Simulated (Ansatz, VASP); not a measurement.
# Hf (Hafnium) in two plane-wave programs

One calculation is typed for both programs; each brings its own data sets. How far apart do they land? The cell is taken from a series of runs on this material, whose earlier steps may have relaxed, scaled, displaced or heated it; both programs get it as it stands.

Main program and level: Ansatz 0.2.0; plane waves, with VASP 6.6.1 beside it; zone-centre phonons at LDA.

## Step 1: The starting structure

It takes space group P6_3/mmc (No. 194, hexagonal). The conventional cell has a = 3.089 Å, b = 3.089 Å, c = 4.978 Å, α = 90.00°, β = 90.00°, γ = 120.00°. Nearest to Hf lie 12 Hf at 3.06 to 3.09 Å.

As a file:

```cif
data_structure
_symmetry_space_group_name_H-M 'P6_3/mmc'
_symmetry_Int_Tables_number 194
_cell_length_a 3.0894
_cell_length_b 3.0894
_cell_length_c 4.9778
_cell_angle_alpha 90.000
_cell_angle_beta 90.000
_cell_angle_gamma 120.000
_cell_volume 41.14
loop_
_atom_site_label
_atom_site_type_symbol
_atom_site_symmetry_multiplicity
_atom_site_Wyckoff_symbol
_atom_site_fract_x
_atom_site_fract_y
_atom_site_fract_z
_atom_site_occupancy
Hf1 Hf 2 c 0.33333 0.66667 0.25000 1
```

## Step 2: VASP: zone-centre phonons, LDA

Second derivatives magnify differences that forces hide, and they need a tight electronic threshold.

Lines of VASP's logs that name or quote its potential files are left out, and so is its time.

Input file INCAR:

```
SYSTEM = Hf
PREC = Accurate
ENCUT = 500
EDIFF = 1E-08
NELM = 120
ISMEAR = 1
SIGMA = 0.2
LREAL = .FALSE.
ALGO = Normal
GGA = PW92
NBANDS = 16
LASPH = .TRUE.
LORBIT = 11
LWAVE = .FALSE.
LCHARG = .FALSE.
ISIF = 2
IBRION = 8
GGA_COMPAT = .FALSE.
KPAR = 2
```

Input file POSCAR:

```
Hf
1.0
    3.0894065243      0.0000000000      0.0000000000
   -1.5447032622      2.6755045327      0.0000000000
    0.0000000000      0.0000000000      4.9777574259
Hf
2
Direct
    0.3333333334      0.6666666668      0.2500000000
    0.6666666668      0.3333333334      0.7500000000
```

Input file KPOINTS:

```
Automatic mesh
0
Gamma
15 15 8
0 0 0
```

The projector-augmented-wave data sets are Hf_pv (LDA family, release 64).

Run with:

```sh
$ mpirun -np 2 vasp_std
```

Numbers of over 12 decimals in the logs are rounded to 6 here.

What it wrote:

```text
[banner, memory and clock lines left out]
running    2 mpi-ranks, on    1 nodes
 distrk:  each k-point on    1 cores,    2 groups
 distr:  one band on    1 cores,    1 groups

 POSCAR found type information on POSCAR Hf
 POSCAR found :  1 types and       2 ions
|                                                                             |
|               ----> ADVICE to this user running VASP <----                  |
|                                                                             |
|     You enforced a specific xc type in the INCAR file but a different       |
|     [... a line on the potential file left out ...]
|     I HOPE YOU KNOW WHAT YOU ARE DOING!                                     |
|                                                                             |

 LDA part: xc-table for (Slater(with rela. corr.)+PW92), standard interpolation
 POSCAR, INCAR and KPOINTS ok, starting setup
 FFT: planning ... GRIDC
 FFT: planning ... GRID_SOFT
 FFT: planning ... GRID
 WAVECAR not read
 entering main loop
       N       E                     dE             d eps       ncg     rms          rms(c)
DAV:   1     0.457458332207E+02    0.45746E+02   -0.11461E+04  4336   0.117E+03
DAV:   2    -0.204831911679E+02   -0.66229E+02   -0.64679E+02  5744   0.248E+02
DAV:   3    -0.220344180265E+02   -0.15512E+01   -0.15465E+01  5712   0.262E+01
DAV:   4    -0.220449138313E+02   -0.10496E-01   -0.10494E-01  5384   0.262E+00
DAV:   5    -0.220450298996E+02   -0.11607E-03   -0.11606E-03  5648   0.229E-01    0.687E+01
DAV:   6    -0.215487290473E+02    0.49630E+00   -0.42033E-01  5160   0.434E+00    0.405E+01
DAV:   7    -0.213708193924E+02    0.17791E+00   -0.67167E-01  5280   0.528E+00    0.185E+00
DAV:   8    -0.213627563437E+02    0.80630E-02   -0.40483E-02  5016   0.142E+00    0.350E-01
DAV:   9    -0.213628325819E+02   -0.76238E-04   -0.88401E-04  5848   0.216E-01    0.173E-01
DAV:  10    -0.213628297620E+02    0.28199E-05   -0.41395E-05  5128   0.469E-02    0.194E-01
DAV:  11    -0.213628268893E+02    0.28727E-05   -0.41042E-06  5744   0.135E-02    0.134E-02
DAV:  12    -0.213628268468E+02    0.42566E-07   -0.38984E-07  5120   0.436E-03    0.549E-03
DAV:  13    -0.213628268388E+02    0.80031E-08   -0.14208E-08  3904   0.912E-04
   1 F= -.21362827E+02 E0= -.21363448E+02  d E =0.186425E-02
 Linear response reoptimize wavefunctions to high precision
DAV:   1    -0.213628268390E+02   -0.29422E-09   -0.14202E-09  3664   0.320E-04
DAV:   2    -0.213628268390E+02    0.10004E-10   -0.20478E-10  2888   0.110E-04
 Linear response DOF=           2
 Linear response progress:
  Degree of freedom:   1/  2
       N       E                     dE             d eps       ncg     rms          rms(c)
RMM:   1    -0.196459997262E+00   -0.19646E+00    0.46397E+00 18663   0.118E+01
RMM:   2    -0.200976896335E+00   -0.45169E-02   -0.37455E-02 27647   0.120E+00    0.604E-01
RMM:   3    -0.200252210945E+00    0.72469E-03   -0.42005E-03 34997   0.252E-01    0.125E-01
RMM:   4    -0.199911958717E+00    0.34025E-03   -0.45891E-04 41102   0.866E-02    0.193E-01
RMM:   5    -0.199522757208E+00    0.38920E-03   -0.42754E-05 37799   0.361E-02    0.172E-02
RMM:   6    -0.199449488780E+00    0.73268E-04   -0.19769E-05 42621   0.130E-02    0.294E-02
RMM:   7    -0.199457772361E+00   -0.82836E-05   -0.21319E-05 38114   0.630E-03    0.403E-02
RMM:   8    -0.199448116192E+00    0.96562E-05    0.24581E-06 38887   0.253E-03    0.141E-02
RMM:   9    -0.199446727283E+00    0.13889E-05   -0.65796E-06 41601   0.976E-04    0.627E-03
RMM:  10    -0.199446982997E+00   -0.25571E-06   -0.32439E-06 42476   0.355E-04    0.174E-03
RMM:  11    -0.199446564391E+00    0.41861E-06   -0.18683E-06 40627   0.276E-04    0.629E-04
RMM:  12    -0.199446553730E+00    0.10660E-07   -0.10140E-06 41086   0.106E-04    0.640E-05
RMM:  13    -0.199446591197E+00   -0.37467E-07   -0.62927E-07 41309   0.532E-05    0.932E-05
RMM:  14    -0.199446598177E+00   -0.69795E-08   -0.29188E-07 36773   0.366E-05    0.137E-05
RMM:  15    -0.199446608847E+00   -0.10670E-07   -0.17347E-07 34502   0.296E-05    0.264E-05
RMM:  16    -0.199446612578E+00   -0.37310E-08   -0.10636E-07 28462   0.260E-05    0.105E-05
RMM:  17    -0.199446615546E+00   -0.29682E-08   -0.72301E-08 26922   0.241E-05    0.240E-06
 first order change of Fermi-energy  -0.48734E-05
 force on displaced ion       1 direction 1 :  -1.501  -0.000   0.000
 Linear response progress:
  Degree of freedom:   2/  2
       N       E                     dE             d eps       ncg     rms          rms(c)
RMM:   1    -0.241892709113E+00   -0.24189E+00    0.49178E+00  6463   0.122E+01
RMM:   2    -0.251643219628E+00   -0.97505E-02   -0.43804E-02  9535   0.124E+00    0.763E-01
RMM:   3    -0.250923639609E+00    0.71958E-03   -0.33420E-03 11024   0.277E-01    0.209E-01
RMM:   4    -0.250756481939E+00    0.16716E-03   -0.26368E-04 13206   0.932E-02    0.206E-01
RMM:   5    -0.250534854702E+00    0.22163E-03   -0.27103E-05 13015   0.403E-02    0.516E-02
RMM:   6    -0.250450539396E+00    0.84315E-04    0.30074E-05 11363   0.173E-02    0.427E-02
RMM:   7    -0.250472983001E+00   -0.22444E-04   -0.59374E-05 12258   0.592E-03    0.179E-02
RMM:   8    -0.250471865606E+00    0.11174E-05    0.36126E-05 13056   0.313E-03    0.258E-03
RMM:   9    -0.250466936663E+00    0.49289E-05    0.40938E-07 13802   0.154E-03    0.182E-03
RMM:  10    -0.250466625531E+00    0.31113E-06   -0.21057E-06 12876   0.470E-04    0.413E-04
RMM:  11    -0.250466539037E+00    0.86494E-07   -0.25770E-06 13665   0.201E-04    0.133E-04
RMM:  12    -0.250466101788E+00    0.43725E-06    0.66916E-07 13684   0.797E-05    0.463E-05
RMM:  13    -0.250465800710E+00    0.30108E-06    0.28116E-06 13425   0.495E-05    0.191E-05
RMM:  14    -0.250465644883E+00    0.15583E-06    0.43078E-06 13380   0.343E-05    0.630E-06
[...]
RMM:  32    -0.250465657282E+00    0.16357E-07    0.38635E-06  4798   0.197E-05    0.172E-07
RMM:  33    -0.250465677471E+00   -0.20189E-07    0.36963E-06  4730   0.197E-05    0.281E-07
RMM:  34    -0.250465661531E+00    0.15939E-07    0.38138E-06  4681   0.197E-05    0.190E-07
RMM:  35    -0.250465681337E+00   -0.19806E-07    0.36547E-06  4598   0.197E-05    0.243E-07
RMM:  36    -0.250465663138E+00    0.18199E-07    0.37927E-06  4543   0.197E-05    0.179E-07
RMM:  37    -0.250465684298E+00   -0.21160E-07    0.36208E-06  4510   0.197E-05    0.225E-07
RMM:  38    -0.250465665457E+00    0.18841E-07    0.37645E-06  4475   0.197E-05    0.202E-07
RMM:  39    -0.250465685647E+00   -0.20190E-07    0.36028E-06  4413   0.197E-05    0.198E-07
 first order change of Fermi-energy  -0.16075E-03
 force on displaced ion       1 direction 3 :   0.000  -0.000  -4.225
 Linear response finished
```

Parts of OUTCAR (step 2):

```text
ion  position               nearest neighbor table
   1  0.333  0.667  0.250-   2 3.06   2 3.06   2 3.06   2 3.06   2 3.06   2 3.06
   2  0.667  0.333  0.750-   1 3.06   1 3.06   1 3.06   1 3.06   1 3.06   1 3.06

  LATTYP: Found a hexagonal cell.
 ALAT       =     3.0894065243
 C/A-ratio  =     1.6112341923

 Subroutine GETGRP returns: Found 24 space group operations
 (whereof 12 operations were pure point group operations)

The static configuration has the point symmetry D_3d.
 The point group associated with its full space group is D_6h.

 Found    135 irreducible k-points:

   k-points           NKPTS =    135   k-points in BZ     NKDIM =    135   number of bands    NBANDS=     16

   dimension x,y,z NGX =    24 NGY =   24 NGZ =   36
   dimension x,y,z NGXF=    48 NGYF=   48 NGZF=   72

   ENCUT  =  500.0 eV  36.75 Ry    6.06 a.u.   5.63  5.63  9.08*2*pi/ulx,y,z

   NELECT =      20.0000    total number of electrons

 k-points in reciprocal lattice and weights: Automatic mesh
   0.00000000  0.00000000  0.00000000       0.001
   0.06666667  0.00000000  0.00000000       0.003
   0.13333333  0.00000000  0.00000000       0.003
   0.20000000 -0.00000000  0.00000000       0.003
   0.26666667  0.00000000  0.00000000       0.003
   0.33333333  0.00000000  0.00000000       0.003
   0.40000000  0.00000000  0.00000000       0.003
   0.46666667  0.00000000  0.00000000       0.003
   0.06666667  0.06666667  0.00000000       0.003
[...]
0.33333333  0.26666667  0.50000000       0.007
   0.33333333  0.33333333  0.50000000       0.001

 average (electrostatic) potential at core
       1 -36.8154       2 -36.8154

  Total        0.5467426      0.5467426     -0.0098773     -0.0000000      0.0000000      0.0000000
  in kB       21.2901632     21.2901632     -0.3846225     -0.0000000      0.0000000      0.0000000
  external PRESSURE =      14.0652346 kB  Pullay stress =       0.0000000 kB

  energy-cutoff  :      500.00
  volume of cell :       41.14
      direct lattice vectors                 reciprocal lattice vectors
     3.089406524  0.000000000  0.000000000     0.323686764  0.186880640  0.000000000
    -1.544703262  2.675504533  0.000000000     0.000000000  0.373761280  0.000000000
     0.000000000  0.000000000  4.977757426     0.000000000  0.000000000  0.200893679

 POSITION                                       TOTAL-FORCE (eV/Angst)
 -----------------------------------------------------------------------------------
     -0.00000      1.78367      1.24444        -0.000000      0.000000      0.000000
      1.54470      0.89183      3.73332         0.000000     -0.000000      0.000000
 -----------------------------------------------------------------------------------
    total drift:                               -0.000000     -0.000000      0.000000

 Eigenvectors and eigenvalues of the dynamical matrix
 ----------------------------------------------------

   1 f  =    3.401687 THz    21.373430 2PiTHz  113.468064 cm-1    14.068241 meV
             X         Y         Z           dx          dy          dz
     -0.000000  1.783670  1.244439     0.000000    0.000000    0.707107
      1.544703  0.891835  3.733318    -0.000000    0.000000   -0.707107

   2 f  =    2.027396 THz    12.738502 2PiTHz   67.626636 cm-1     8.384631 meV
             X         Y         Z           dx          dy          dz
     -0.000000  1.783670  1.244439    -0.310960    0.635062   -0.000000
      1.544703  0.891835  3.733318     0.310960   -0.635062   -0.000000

   3 f  =    2.027396 THz    12.738502 2PiTHz   67.626636 cm-1     8.384631 meV
             X         Y         Z           dx          dy          dz
     -0.000000  1.783670  1.244439    -0.635062   -0.310960    0.000000
      1.544703  0.891835  3.733318     0.635062    0.310960    0.000000

   4 f  =    0.000000 THz     0.000000 2PiTHz    0.000000 cm-1     0.000000 meV
             X         Y         Z           dx          dy          dz
     -0.000000  1.783670  1.244439     0.705516   -0.046816   -0.007470
      1.544703  0.891835  3.733318     0.705516   -0.046816   -0.007470

   5 f/i=    0.000000 THz     0.000000 2PiTHz    0.000001 cm-1     0.000000 meV
             X         Y         Z           dx          dy          dz
     -0.000000  1.783670  1.244439    -0.046369   -0.658233   -0.254125
      1.544703  0.891835  3.733318    -0.046369   -0.658233   -0.254125

   6 f/i=    0.000000 THz     0.000000 2PiTHz    0.000001 cm-1     0.000000 meV
             X         Y         Z           dx          dy          dz
     -0.000000  1.783670  1.244439     0.009872    0.254043   -0.659822
      1.544703  0.891835  3.733318     0.009872    0.254043   -0.659822

 ELASTIC MODULI CONTR FROM IONIC RELAXATION (kBar)
 Direction    XX          YY          ZZ          XY          YZ          ZX
 --------------------------------------------------------------------------------
 XX        -144.5627    144.5627      0.0000      0.0000      0.0000      0.0000
 YY         144.5627   -144.5627     -0.0000      0.0000     -0.0000      0.0000
 ZZ           0.0000     -0.0000     -0.0000     -0.0000     -0.0000      0.0000
 XY           0.0000      0.0000     -0.0000   -144.5627      0.0000      0.0000
 YZ           0.0000     -0.0000     -0.0000      0.0000     -0.0000      0.0000
 ZX           0.0000      0.0000      0.0000      0.0000      0.0000      0.0000
 --------------------------------------------------------------------------------
```

Harder data sets than Hf_pv exist (the GW ones), and pressures, volumes and forces can shift noticeably with them.

[end of part 1 of 2]

[Lines on the potential files, build, host, timing and source positions are cut from VASP's logs without a mark.]

[Logs are printed without paths, hosts, clocks, repeated set-up lines and the standing remarks that a program may print on its own settings, such as how far it seeks lower states.]

[Hosts, paths, dates, database ids (printed as entryN), source tags and the programs' standing remarks are cut or masked in the printed files.]
